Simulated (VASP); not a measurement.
An input for Ansatz (written as the equivalent of a VASP run, and not itself run):

Ansatz 0.2 input:
```yaml
crystal:
  lattice:
    - [2.6754450, 1.5446690, 4.7414830]
    - [-2.6754450, 1.5446690, 4.7414830]
    - [0.0000000, -3.0893380, 4.7414830]
  atoms:
    - { symbol: Zn, position: [0.2901090, 0.2887140, 0.2814960] }
    - { symbol: Zn, position: [0.7933940, 0.7768550, 0.7654090] }
    - { symbol: Sn, position: [-0.0008970, -0.0001430, 0.0009240] }
    - { symbol: Sn, position: [0.5022750, 0.4986730, 0.5062230] }
    - { symbol: O, position: [0.8847960, 0.2134790, 0.6050580] }
    - { symbol: O, position: [0.6049460, 0.8967410, 0.2184310] }
    - { symbol: O, position: [0.2047870, 0.6172870, 0.8990090] }
    - { symbol: O, position: [0.1175390, 0.7033460, 0.3898530] }
    - { symbol: O, position: [0.7066690, 0.3948160, 0.1090430] }
    - { symbol: O, position: [0.3935610, 0.1074120, 0.7217330] }
kpoints:
  mp_grid: { grid: [3, 3, 3] }
hamiltonian:
  xc: pbe
  pseudopotentials: { kind: paw }
scf:
  occupations: { method: gaussian, width: 0.01 }
  max_iter: 100
relax:
  max_steps: 50
  f_tol: 0.01
  cell: {}
output: { forces: true, stress: true, eigenvalues: true }
```

**Question.** Translate this input to VASP (INCAR, KPOINTS, POSCAR, choice of POTCAR).

**Answer.** Several could match; the one computed here: 
### KPOINTS
```
kpoints
0
gamma
3 3 3
0 0 0
```

### POSCAR
```
ZnSnO3
1
    2.6754450000     1.5446690000     4.7414830000
   -2.6754450000     1.5446690000     4.7414830000
    0.0000000000    -3.0893380000     4.7414830000
Zn Sn O
2 2 6
Direct
  0.2901090000   0.2887140000   0.2814960000
  0.7933940000   0.7768550000   0.7654090000
 -0.0008970000  -0.0001430000   0.0009240000
  0.5022750000   0.4986730000   0.5062230000
  0.8847960000   0.2134790000   0.6050580000
  0.6049460000   0.8967410000   0.2184310000
  0.2047870000   0.6172870000   0.8990090000
  0.1175390000   0.7033460000   0.3898530000
  0.7066690000   0.3948160000   0.1090430000
  0.3935610000   0.1074120000   0.7217330000
```

INCAR:
```
ALGO=Normal
EDIFF=1E-6
EDIFFG=-0.01
ENCUT=400
GGA=PE
IBRION=2
ISIF=3
ISMEAR=0
LASPH=.True.
LCHARG=.False.
LMAXMIX=4
LREAL=.False.
LWAVE=.False.
NELM=100
NSW=50
PREC=Accurate
SIGMA=0.01
SYSTEM=ZnSnO3
```

POTCAR, in this order: Zn Sn_d O (PBE.64 set). Program: vasp_std.

What does not carry over: each code has its own PAW files, so the cut-off isn't converted (ENCUT is set for VASP's; basis.ecutwfc is left out, and Ansatz then takes the one that its files recommend); Ansatz stops its SCF on the density residual and VASP on the energy change (EDIFF).

The structure comes from a computed database's ZnSnO3 entry; how it stands against other phases isn't given here. In the starting cell atoms are displaced from their ideal sites. This run relaxes it. The k-mesh is coarse (spacing up to 0.48 per Å, 2π included), so the numbers may not be converged in it. The run is one of a series of settings (EDIFFG = -0.01, IBRION = 2, ISIF = 3, NSW = 50 against the base run), some of them coarse on purpose.
